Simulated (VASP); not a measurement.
All values below come from PBEsol GGA, VASP's PBE PAW potentials (set 64) (plane waves; VASP).

Input for VASP

KPOINTS:
```
K-points
0
gamma
8 8 8
0 0 0
```

**INCAR**
```
SYSTEM = NaI
PREC = Accurate; ENCUT = 500; LREAL = .FALSE.
LASPH = .TRUE.
EDIFF = 1E-6; NELM = 100; ALGO = Normal
LMAXMIX = 4
ISMEAR = 0; SIGMA = 0.05
GGA = PS
IBRION = 2; NSW = 40; ISIF = 3
EDIFFG = -0.02; PSTRESS = 100
LWAVE = .FALSE.; LCHARG = .FALSE.
```

**POSCAR**
```
NaI
1.0
  0.0000000000   2.9067934476   2.9067934476
  2.9067934476   0.0000000000   2.9067934476
  2.9067934476   2.9067934476   0.0000000000
Na I
1 1
Cart
  0.0000000000   0.0000000000   0.0000000000
  2.9067934476   2.9067934476   2.9067934476
```

POTCAR, in this order: Na_pv I (PBE.64 set). Program: vasp_std.

The run wrote:

### OUTCAR
```
 ion  position               nearest neighbor table
   1  0.000  0.000  0.000-   2 2.91   2 2.91   2 2.91   2 2.91   2 2.91   2 2.91
   2  0.500  0.500  0.500-   1 2.91   1 2.91   1 2.91   1 2.91   1 2.91   1 2.91
  LATTYP: Found a face centered cubic cell.
 ALAT       =     5.8135868952
 Subroutine PRICEL returns:
 Original cell was already a primitive cell.
 Subroutine GETGRP returns: Found 48 space group operations
The static configuration has the point symmetry O_h .
The dynamic configuration has the point symmetry O_h .
 Subroutine INISYM returns: Found 48 space group operations
 Subroutine IBZKPT returns following result:
 Found     29 irreducible k-points:

 Following reciprocal coordinates:
            Coordinates               Weight
  0.000000  0.000000  0.000000      1.000000
  0.125000  0.000000  0.000000      8.000000
  0.250000  0.000000  0.000000      8.000000
  0.375000  0.000000  0.000000      8.000000
  0.500000  0.000000  0.000000      4.000000
  0.125000  0.125000  0.000000      6.000000
  0.250000  0.125000  0.000000     24.000000
  0.375000  0.125000  0.000000     24.000000
  0.500000  0.125000  0.000000     24.000000
 -0.375000  0.125000  0.000000     24.000000
 -0.250000  0.125000  0.000000     24.000000
 -0.125000  0.125000  0.000000     12.000000
  0.250000  0.250000  0.000000      6.000000
  0.375000  0.250000  0.000000     24.000000
  0.500000  0.250000  0.000000     24.000000
 -0.375000  0.250000  0.000000     24.000000
 -0.250000  0.250000  0.000000     12.000000
  0.375000  0.375000  0.000000      6.000000
  0.500000  0.375000  0.000000     24.000000
 -0.375000  0.375000  0.000000     12.000000
  0.500000  0.500000  0.000000      3.000000
  0.375000  0.250000  0.125000     24.000000
  0.500000  0.250000  0.125000     48.000000
 -0.375000  0.250000  0.125000     24.000000
...
```

OSZICAR:
```
       N       E                     dE             d eps       ncg     rms          rms(c)
DAV:   1     0.802975729557E+02    0.80298E+02   -0.70590E+03   638   0.122E+03
DAV:   2     0.353606161897E+00   -0.79944E+02   -0.75491E+02   677   0.248E+02
DAV:   3    -0.518730517835E+01   -0.55409E+01   -0.55056E+01   773   0.683E+01
DAV:   4    -0.532885548572E+01   -0.14155E+00   -0.14141E+00   759   0.113E+01
DAV:   5    -0.533285344056E+01   -0.39980E-02   -0.39978E-02   793   0.194E+00    0.206E+00
DAV:   6    -0.528634172661E+01    0.46512E-01   -0.54131E-02   828   0.240E+00    0.140E+00
DAV:   7    -0.527581877063E+01    0.10523E-01   -0.46958E-02   854   0.193E+00    0.547E-01
DAV:   8    -0.527598039100E+01   -0.16162E-03   -0.22870E-03   695   0.616E-01    0.656E-02
DAV:   9    -0.527596048700E+01    0.19904E-04   -0.85833E-05   782   0.157E-01    0.188E-02
DAV:  10    -0.527596286032E+01   -0.23733E-05   -0.10123E-05   748   0.533E-02    0.569E-03
DAV:  11    -0.527596278005E+01    0.80269E-07   -0.10063E-06   612   0.158E-02
   1 F= -.22100349E+01 E0= -.22100349E+01  d E =-.221003E+01
```

OUTCAR:
```
------------------------ aborting loop because EDIFF is reached ----------------------------------------
  FORCE on cell =-STRESS in cart. coord.  units (eV):
  Direction    XX          YY          ZZ          XY          YZ          ZX
  --------------------------------------------------------------------------------------
  Total        3.0673240      3.0673240      3.0673240      0.0000000      0.0000000     -0.0000000
  in kB      100.0455369    100.0455369    100.0455369      0.0000000      0.0000000     -0.0000000
  external PRESSURE =       0.0455369 kB  Pullay stress =     100.0000000 kB
  volume of cell :       49.12
      direct lattice vectors                 reciprocal lattice vectors
     0.000000000  2.906793448  2.906793448    -0.172010846  0.172010846  0.172010846
     2.906793448  0.000000000  2.906793448     0.172010846 -0.172010846  0.172010846
     2.906793448  2.906793448  0.000000000     0.172010846  0.172010846 -0.172010846
  FREE ENERGIE OF THE ION-ELECTRON SYSTEM (eV)
  ---------------------------------------------------
  free  energy   TOTEN  =        -5.2759627801 eV

  energy  without entropy=       -5.2759627801  energy(sigma->0) =       -5.27596278
  enthalpy is  TOTEN    =        -2.2100349268 eV   P V=        3.0659278533

 reached required accuracy - stopping structural energy minimisation
```
(Selected blocks of OUTCAR.)

OUTCAR:
```
 val. band max:        3.4907047172   @ k =   0.0000   0.0000   0.0000

 cond. band min:       8.0502952413   @ k =   0.5000   0.5000   0.0000


 Fermi energy:         3.8068089540

 k-point     1 :       0.0000    0.0000    0.0000
  band No.  band energies     occupation
      1     -18.7053      2.00000
      2     -18.7053      2.00000
      3     -18.7053      2.00000
      4      -8.7332      2.00000
      5       3.4907      2.00000
      6       3.4907      2.00000
      7       3.4907      2.00000
      8       8.1204      0.00000
      9      11.1652      0.00000
     10      11.1652      0.00000
     11      11.1652      0.00000

 k-point     2 :       0.1250    0.0000    0.0000
  band No.  band energies     occupation
      1     -18.7095      2.00000
      2     -18.7054      2.00000
      3     -18.7054      2.00000
      4      -8.6321      2.00000
      5       2.7130      2.00000
      6       3.3961      2.00000
      7       3.3961      2.00000
      8       8.7489      0.00000
      9      10.8501      0.00000
     10      11.4073      0.00000
     11      11.4073      0.00000

 k-point     3 :       0.2500    0.0000    0.0000
  band No.  band energies     occupation
      1     -18.7197      2.00000
      2     -18.7057      2.00000
      3     -18.7057      2.00000
      4      -8.3692      2.00000
      5       1.3359      2.00000
      6       3.1852      2.00000
      7       3.1852      2.00000
      8       8.8868      0.00000
      9      11.5084      0.00000
     10      11.5084      0.00000
     11      11.8623      0.00000

 k-point     4 :       0.3750    0.0000    0.0000
  band No.  band energies     occupation
      1     -18.7298      2.00000
      2     -18.7060      2.00000
      3     -18.7060      2.00000
      4      -8.0723      2.00000
      5       0.2370      2.00000
      6       2.9943      2.00000
      7       2.9943      2.00000
      8       8.5531      0.00000
      9      11.1743      0.00000
...
```

Unless said otherwise, spin-orbit coupling is left out, though it shifts the bands of the heavy elements here.

The compound is NaI in the rock salt structure. It was relaxed first under an external pressure of 10 GPa.
